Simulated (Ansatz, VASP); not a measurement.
# Cross-check of Ti8C5 (Ti8C5 (R-3m)) between VASP and Ansatz, part 2 of 2

Aim: how closely do two programs agree when they are given the same cell, functional and k mesh? The cell is taken from a series of runs on this material, whose earlier steps may have relaxed, scaled, displaced or heated it; both programs get it as it stands.

VASP 6.6.1 and Ansatz 0.2.0.

So far: Starting point; VASP: relaxation of cell and atoms, r2SCAN.

**3. Ansatz: relaxation of cell and atoms, r2SCAN**

Level of this step: Ansatz beside VASP: Kohn-Sham DFT, plane waves, r2SCAN (Ansatz).

Ansatz runs on its PAW soft_1 files.

The same cell, functional, mesh and smearing now go to Ansatz.

The input, input.yaml:

```yaml
crystal:
  lattice:
    - [3.0642021, 1.7691179, 4.9465677]
    - [-3.0642021, 1.7691179, 4.9465677]
    - [0.0, -3.5382358, 4.9465677]
  atoms:
    - { symbol: Ti, position: [0.24968831, 0.76317164, 0.24968831] }
    - { symbol: Ti, position: [0.24968831, 0.24968831, 0.76317164] }
    - { symbol: Ti, position: [0.76317164, 0.24968831, 0.24968831] }
    - { symbol: Ti, position: [0.23682836, 0.75031169, 0.75031169] }
    - { symbol: Ti, position: [0.75031169, 0.23682836, 0.75031169] }
    - { symbol: Ti, position: [0.75031169, 0.75031169, 0.23682836] }
    - { symbol: Ti, position: [0.24458575, 0.24458575, 0.24458575] }
    - { symbol: Ti, position: [0.75541425, 0.75541425, 0.75541425] }
    - { symbol: C, position: [1.0, 1.0, 0.5] }
    - { symbol: C, position: [0.5, 0.0, 0.0] }
    - { symbol: C, position: [0.0, 0.5, 0.0] }
    - { symbol: C, position: [0.5, 0.5, 0.5] }
    - { symbol: C, position: [1.0, 0.0, 0.0] }
basis:
  ecutwfc: 500
  xc_grid: 2
hamiltonian:
  xc: r2scan
  pseudopotentials: { kind: paw, azcp: { folder: soft_1 } }
kpoints:
  mp_grid: { grid: [8, 8, 8] }
scf:
  occupations: { method: fermi_dirac, width: 0.05 }
  max_iter: 150
output:
  forces: true
  stress: true
relax:
  f_tol: 0.01
  max_steps: 60
  cell: {}
checkpoint:
  write: "../r2scan.run"
  compress: false
  write_wavefunctions: false
  write_every: 100000
```

Command:

```bash
ansatz run input.yaml --threads 4 --pin off --max-ram 6594MiB --backend cpu --events-out ev --progress --plain --runs-dir out
```

Numbers of over 12 decimals in the logs are rounded to 6 here.

What it wrote:

```text
Engine: ansatz 0.2.0, x86_64-unknown-linux-gnu
Pseudopotentials: kind: paw
Pseudopotential: Ti, paw, valence charge 12, recommended cutoff 500 eV (meta_gga), soft_1/Ti.paw.azcp
Pseudopotential: C, paw, valence charge 4, recommended cutoff 500 eV (meta_gga), soft_1/C.paw.azcp
Functional definition: r2SCAN
  parameter k0 = 0.174
  parameter k1 = 0.065
  parameter a1 = 4.9479
  exchange = r2scan_x(k0 = k0, k1 = k1, a1 = a1)
  correlation = r2scan_c
Crystal: 13 atoms, lattice volume = 160.890 Å³
Basis set: ecut = 500 eV, 4063 PW (Γ), exchange–correlation on 90×90×90 points (8 copies of the dense FFT grid, shifted against one another)
Bands: 71, of which v1, the nominal top of the filled ones, is band 58 counted from 1 (57 counted from 0)
Symmetry: 12 space group operations
Space group: R-3m (ITA 166), of the structure as read, at distance tolerance 5.4e-5 Å
k-points: 65 of 512
Non-local potential: Ti, projectors of the file, l = 0: 3, l = 1: 2, l = 2: 3, l = 3: 1
Non-local potential: C, projectors of the file, l = 0: 2, l = 1: 2, l = 2: 1
PAW form: soft (Blöchl's): semilocal exchange-correlation on the pseudo side does not see the compensation charge
PAW frozen core: Ti, regenerated for the run's functional (the file was generated under x = pbe(κ = 0.804, μ = 0.219515), c = pbe(β = 0.066725))
PAW frozen core: C, regenerated for the run's functional (the file was generated under x = pbe(κ = 0.804, μ = 0.219515), c = pbe(β = 0.066725))
PAW one-centre angular grid: Ti, 590 points (default); XC on 160 Gauss nodes
PAW one-centre angular grid: C, 302 points (default); XC on 219 of its mesh's 2255 points in the sphere
Initial density: superposition of atomic densities (chi_scale 0.1, normalization cell, long waves kept (reshape's long-wave potential 0.03 eV rms))
Initial wavefunctions: pseudopotential atomic-orbital guess
Functional: x = r2scan, c = r2scan; τ floored in thin density (d = 2e-4 eV/Å³)
SCF iter   1: F=—  HF=-21311.731085 eV  |F-HF|=—  |Δ(HF+E_count)|=         —  Δρ=1.23e-1  dr2=3.73e1  dr2_τ=3.21e0  ethr=3.10e-3  ⟨swp⟩=5.4  Hψ=15411  notcnv=0  defer=19
preconditioner: auto → Kerker (q_TF=auto, 2.584 Å⁻¹)  [metal: Δε(μ)=0.043 eV  Ē_g=7.307 eV  σ=0.050 eV  W_gap=0.21  n_scr=58 (ndim 8)  ℏωp=21.1 eV  f_vac=0.000  D(μ)=4.79/eV (n_scr^D=26)]
SCF iter   2: F=—  HF=-21304.569416 eV  |F-HF|=—  |Δ(HF+E_count)|=    7.16e0  Δρ=3.15e-2  dr2=2.63e0  dr2_τ=5.65e-1  ethr=3.10e-3  ⟨swp⟩=3.6  Hψ=11242  notcnv=0  defer=218
SCF iter   3: F=—  HF=-21304.440828 eV  |F-HF|=—  |Δ(HF+E_count)|=   1.29e-1  Δρ=1.71e-2  dr2=5.26e-1  dr2_τ=2.02e-2  ethr=2.27e-3  ⟨swp⟩=2.2  Hψ=7550  notcnv=0  defer=203
SCF iter   4: F=—  HF=-21304.468601 eV  |F-HF|=—  |Δ(HF+E_count)|=   2.78e-2  Δρ=3.85e-3  dr2=6.05e-2  dr2_τ=1.89e-3  ethr=4.53e-4  ⟨swp⟩=2.7  Hψ=6549  notcnv=0  defer=203
SCF iter   5: F=—  HF=-21304.466675 eV  |F-HF|=—  |Δ(HF+E_count)|=   1.93e-3  Δρ=4.42e-3  dr2=5.11e-2  dr2_τ=2.67e-3  ethr=5.22e-5  ⟨swp⟩=3.0  Hψ=7057  notcnv=0  defer=203
SCF iter   6: F=—  HF=-21304.461127 eV  |F-HF|=—  |Δ(HF+E_count)|=   5.55e-3  Δρ=1.09e-3  dr2=2.10e-3  dr2_τ=5.98e-5  ethr=4.40e-5  ⟨swp⟩=2.8  Hψ=6495  notcnv=0  defer=202
SCF iter   7: F=—  HF=-21304.461396 eV  |F-HF|=—  |Δ(HF+E_count)|=   2.69e-4  Δρ=5.70e-4  dr2=8.03e-4  dr2_τ=2.97e-5  ethr=1.81e-6  ⟨swp⟩=2.8  Hψ=9441  notcnv=0  defer=202
SCF iter   8: F=—  HF=-21304.461250 eV  |F-HF|=—  |Δ(HF+E_count)|=   1.46e-4  Δρ=1.45e-4  dr2=5.98e-5  dr2_τ=8.38e-7  ethr=6.92e-7  ⟨swp⟩=2.0  Hψ=5864  notcnv=0  defer=202
SCF iter   9: F=—  HF=-21304.461089 eV  |F-HF|=—  |Δ(HF+E_count)|=   1.61e-4  Δρ=2.92e-5  dr2=2.32e-6  dr2_τ=2.52e-8  ethr=5.15e-8  ⟨swp⟩=2.0  Hψ=5893  notcnv=0  defer=202
SCF iter  10: F=-21304.461089 eV  HF=-21304.461089 eV  |F-HF|=1.46e-8  |Δ(HF+E_count)|=   8.06e-8  Δρ=6.33e-6  dr2=6.87e-8  dr2_τ=5.77e-9  ethr=8.62e-11  ⟨swp⟩=3.0  Hψ=16645  notcnv=0
SCF 1 converged in 10 iterations: F = -21304.461089 eV  dr2 = 6.87e-8
  greatest PAW one-centre occupation: 1.000 electrons in one spin orbital (limit 2), on the Ti atom at site 3 (counted from 0), in its partial waves of l = 1
relax step   1: F+E_penalty+E_count = -21304.46108891 eV  Δ(F+E_penalty+E_count) = +0.000e0 eV  max|allowed force component| = 1.318e-1 eV/Å  Δτ_max = 0.0000 Å  P = -0.530 GPa  Ω = 160.890 Å³  (10 SCF iters, dr2 threshold 1.00e-7 eV, accepted)
[...]
relax step   2: F+E_penalty+E_count = -21304.46182868 eV  Δ(F+E_penalty+E_count) = -7.398e-4 eV  max|allowed force component| = 3.631e-2 eV/Å  Δτ_max = 0.0097 Å  P = -0.244 GPa  Ω = 161.084 Å³  energy of the carried Pulay correction = -1.218e-4 eV  (7 SCF iters, dr2 threshold 1.09e-6 eV, accepted)
[...]
relax step   3: F+E_penalty+E_count = -21304.46324156 eV  Δ(F+E_penalty+E_count) = -1.413e-3 eV  max|allowed force component| = 9.941e-3 eV/Å  Δτ_max = 0.0036 Å  P = -0.092 GPa  Ω = 160.791 Å³  energy of the carried Pulay correction = +6.225e-5 eV  (6 SCF iters, dr2 threshold 1.03e-6 eV, accepted)
[...]
relax step   4: F+E_penalty+E_count = -21304.46330869 eV  Δ(F+E_penalty+E_count) = -6.713e-5 eV  max|allowed force component| = 7.094e-3 eV/Å  Δτ_max = 0.0010 Å  P = -0.003 GPa  Ω = 160.723 Å³  energy of the carried Pulay correction = +1.052e-4 eV  (6 SCF iters, dr2 threshold 3.19e-8 eV, accepted)
[...]
relax step   5: F+E_penalty+E_count = -21304.46319611 eV  Δ(F+E_penalty+E_count) = +1.126e-4 eV  max|allowed force component| = 7.117e-3 eV/Å  Δτ_max = 0.0000 Å  P = -0.003 GPa  Ω = 160.723 Å³  stress off target by 1.81e-2 GPa  SCF on the basis re-selected at this cell (its energy is not comparable with the rows above)  (5 SCF iters)
basis re-selected at this cell: Δ(F+E_penalty+E_count) = +1.126e-4 eV, ΔP = -0.000 GPa vs the last step (what re-selecting the basis moved, of the pressure what is left beyond the Pulay correction that the steps carried, after the strain that the cell walked since its last selection, with what the two solves' SCF thresholds leave and, on support functions, any second-order correction that the steps lacked; it is no m [...]
SCF converged after 5 iterations
Free energy (F): -21304.463196 eV
Harris-Foulkes:  -21304.463196 eV  (|F-HF|=1.82e-11)
Internal energy: -21304.423825 eV  (E = F + TS)
E sigma→0 (E₀):  -21304.443511 eV
Entropy (-TS):   -0.039371 eV (-3.029 meV/atom)
Fermi energy:    13.429771 eV
--- Per-component energies (eV) ---
  E_band       = -1250.571625
  E_kinetic    = 2676.250036
  E_local      = -7480.569258  (includes V_loc(G=0)·N_el)
  E_nonlocal   = 587.634757
  E_hartree    = 2971.416733
  E_xc         = -1135.467448
  E_vxc        = -1613.183804  (∫ρ·V_xc dr)
  E_paw        = -8906.417262  (= ΣΔE_a)
  E_vpaw       = -1462.721870  (= ΣTr[D̂ρ^β])
  E_aug_tail   = -0.000185  (compensation charges beyond the density's cutoff)
  E_vtau       = 99.185574  (kinetic-family band-sum trace: ∫τ·v_τ [+ j·A + Jᵃ·Aᵃ] dr)
  E_ewald      = -10015.119678
  E_core_change = -2.151520  (= ΣΔE_core)
  E_smearing   = -0.039371  (= −TS)
  E_closure    = -0.000000  (closes the sum)
  Σ components = -21304.463196   (vs F -21304.463196, Δ=0.00e0)
--- Forces (eV/Å), atoms counted from 1 ---
  atom   1  Ti    -0.00095291     0.00055016    -0.00034894
  atom   2  Ti     0.00000000    -0.00110033    -0.00034894
  atom   3  Ti     0.00095291     0.00055016    -0.00034894
  atom   4  Ti    -0.00095291    -0.00055016     0.00034894
  atom   5  Ti     0.00095291    -0.00055016     0.00034894
  atom   6  Ti    -0.00000000     0.00110033     0.00034894
  atom   7  Ti    -0.00000000    -0.00000000     0.00711675
  atom   8  Ti     0.00000000     0.00000000    -0.00711675
  atom   9  C      0.00000000     0.00000000     0.00000000
  atom  10  C      0.00000000    -0.00000000     0.00000000
  atom  11  C     -0.00000000    -0.00000000     0.00000000
  atom  12  C      0.00000000    -0.00000000    -0.00000000
  atom  13  C      0.00000000     0.00000000     0.00000000
  max |Σ_I F_I| component: 1.63e-17 eV/Å
--- Stress (GPa, compression-positive) ---
       -0.013177       0.000000       0.000000
        0.000000      -0.013177      -0.000000
        0.000000       0.000000       0.018150
  P = ⅓ Tr σ = -0.0027 GPa (-0.027 kbar)
--- Relaxed structure (4 steps of the walk, 4 accepted, 1 SCFs on fresh bases) ---
  F+E_penalty+E_count = -21304.46319611 eV   max|allowed force component| = 7.117e-3 eV/Å   (the final SCF, on the basis selected at the relaxed cell)
  cell:  # Å, volume = 160.7228 Å³
    - [3.061006, 1.767272, 4.951749]
    - [-3.061006, 1.767272, 4.951749]
    - [0, -3.534545, 4.951749]
  atoms:
    - { symbol: Ti, position: [0.249762, 0.763517, 0.249762] }
    - { symbol: Ti, position: [0.249762, 0.249762, 0.763517] }
    - { symbol: Ti, position: [0.763517, 0.249762, 0.249762] }
    - { symbol: Ti, position: [0.236483, 0.750238, 0.750238] }
    - { symbol: Ti, position: [0.750238, 0.236483, 0.750238] }
    - { symbol: Ti, position: [0.750238, 0.750238, 0.236483] }
    - { symbol: Ti, position: [0.244110, 0.244110, 0.244110] }
    - { symbol: Ti, position: [0.755890, 0.755890, 0.755890] }
    - { symbol: C, position: [1.0, 1.0, 0.5] }
    - { symbol: C, position: [0.5, 2.7755575615628914e-17, 0.0] }
    - { symbol: C, position: [2.7755575615628914e-17, 0.5, 0.0] }
    - { symbol: C, position: [0.5, 0.5, 0.5] }
    - { symbol: C, position: [1.0, 5.551115123125783e-17, 0.0] }
```

**4. Differences**

Known differences besides the potentials themselves: VASP keeps PBE cores, Ansatz makes them for the functional; the cutoff is 500 eV in Ansatz and 660 eV in VASP; Ansatz adds a Pulay correction to the stress that steers its cell, VASP none; in our runs with r2SCAN, forces from VASP's data set Ti_sv part from Ansatz's all-electron ones, so neither program is the reference here. Total energies have different zeros and are not compared.

Compared:

| quantity | Ansatz | VASP | difference |
| --- | --- | --- | --- |
| volume (Å³) | 160.72 | 161.04 | -0.20 % |
| edge a after relaxation, in the typed setting (Å) | 6.084 | 6.087 | -0.06 % |

**5. Outcome**

```yaml
difference_in_volume_relaxation_of_cell_and_atoms_r2scan: -0.20 %
```

In words: The difference in volume is -0.20 % (relaxation of cell and atoms, r2SCAN), within the 1.2 % picked in this series as the mark of a large difference, as far as the stopping tolerances let one tell. How closely two codes agree says nothing of how well the functional describes the real material.

[Lines on the potential files, build, host, timing and source positions are cut from VASP's logs without a mark.]

[Logs are printed without paths, hosts, clocks, repeated set-up lines and the standing remarks that a program may print on its own settings, such as how far it seeks lower states.]

[Hosts, paths, dates, database ids (printed as entryN), source tags and the programs' standing remarks are cut or masked in the printed files.]
